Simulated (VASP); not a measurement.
Here is a VASP 6.6.1 calculation.

POSCAR

```
La2TiZnO6
1.0
    2.8356600000      1.6371700000      4.5322200000
   -2.8356600000      1.6371700000      4.5322200000
    0.0000000000     -3.2743400000      4.5322200000
La Ti Zn O
2 1 1 6
Direct
    0.7501400000      0.7501400000      0.7501400000
    0.2498600000      0.2498600000      0.2498600000
    0.0000000000      0.0000000000      0.0000000000
    0.5000000000      0.5000000000      0.5000000000
    0.7630700000      0.3211500000      0.1607000000
    0.1607000000      0.7630700000      0.3211500000
    0.3211500000      0.1607000000      0.7630700000
    0.2369300000      0.6788500000      0.8393000000
    0.6788500000      0.8393000000      0.2369300000
    0.8393000000      0.2369300000      0.6788500000
```

Contents of INCAR.step1:

```
SYSTEM = La2TiZnO6
  PREC = Accurate
  ENCUT = 520
  ISMEAR = -5
  SIGMA = 0.01
  LREAL = .False.
  LASPH = .True.
  NELM = 100
  LMAXMIX = 6
  GGA = PE
  ALGO = Normal
  EDIFF = 1E-4
  LWAVE = .True.
  LCHARG = .False.
```

Contents of INCAR.step2:

```
SYSTEM = La2TiZnO6
  PREC = Accurate
  ENCUT = 520
  EDIFF = 1E-6
  ISMEAR = 0
  SIGMA = 0.01
  LREAL = .False.
  LASPH = .True.
  NELM = 100
  ALGO = Normal
  ISIF = 2
  LWAVE = .False.
  LCHARG = .False.
  LMAXMIX = 6
  METAGGA = R2SCAN
  LMIXTAU = .True.
  LORBIT = 11
  ISTART = 1
```

KPOINTS

```
regular mesh
0
Gamma
  4 4 4
  0 0 0
```

Potentials or basis: VASP PAW PBE potentials, release 64 (La, Ti_sv, Zn, O).

Command:

```sh
$ cat potpaw_PBE.64/La/POTCAR potpaw_PBE.64/Ti_sv/POTCAR potpaw_PBE.64/Zn/POTCAR potpaw_PBE.64/O/POTCAR > POTCAR
$ cp INCAR.step1 INCAR
$ mpirun -np 1 vasp_std > vasp.out
$ cp INCAR.step2 INCAR
$ mpirun -np 1 vasp_std > vasp.out
```

Task: Predict the largest force.

Result: 0.094 eV/Å.

Task: Estimate the pressure.

Result: -3.7 GPa.

Stress tensor (GPa, compression positive):
```
-3.60  0.00  0.00
 0.00 -3.60  0.00
 0.00  0.00 -4.02
```

Caveat: the PAW data sets were made with another functional, which shifts forces and pressure a little.
